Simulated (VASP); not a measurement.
Input:

```
PtS2
1.0
    3.57923     0.00000     0.00000
   -1.78962     3.09971     0.00000
    0.00000     0.00000     4.67294
Pt S
1 2
Direct
  0.00000   0.00000   0.00000
  0.33333   0.66667   0.23000
  0.66667   0.33333   0.77000
```

The numbers are results of PBE GGA with D3 dispersion (Becke-Johnson damping), VASP's PBE PAW potentials (set 64) (plane waves; VASP 6.6.1), not measurements. Numerical set-up: PREC = Normal, EDIFF = 1E-5, 400 eV cut-off, 10×10×7 Γ-centred mesh, Gaussian smearing of 0.050 eV, potentials Pt S.

Question: The ions are relaxed. Predict the relaxed structure.

Answer: 
```
PtS2
1.0
    3.57923     0.00000     0.00000
   -1.78962     3.09971     0.00000
    0.00000     0.00000     4.67294
Pt S
1 2
Direct
  0.00000   0.00000   0.00000
  0.33333   0.66667   0.25761
  0.66667   0.33333   0.74239
```
Space group P-3m1 (164), at a tolerance of 0.03 Å.

Question: How much energy does the relaxation gain?

Answer: The energy (σ→0) changes by -77.8 meV/atom, in 3 ionic steps.

```tsv
step	E(σ→0) (eV)	max force (eV/Å)	pressure (GPa)	volume (Å³)
1	-16.4360	1.828	10.79	51.84
2	-16.6458	0.564	3.16	51.84
3	-16.6695	0.016	0.04	51.84
```

The compound is PtS2 in the 1T layered structure. This run relaxes the ions in a fixed cell. Symmetry was kept, so distortions that lower it aren't found.
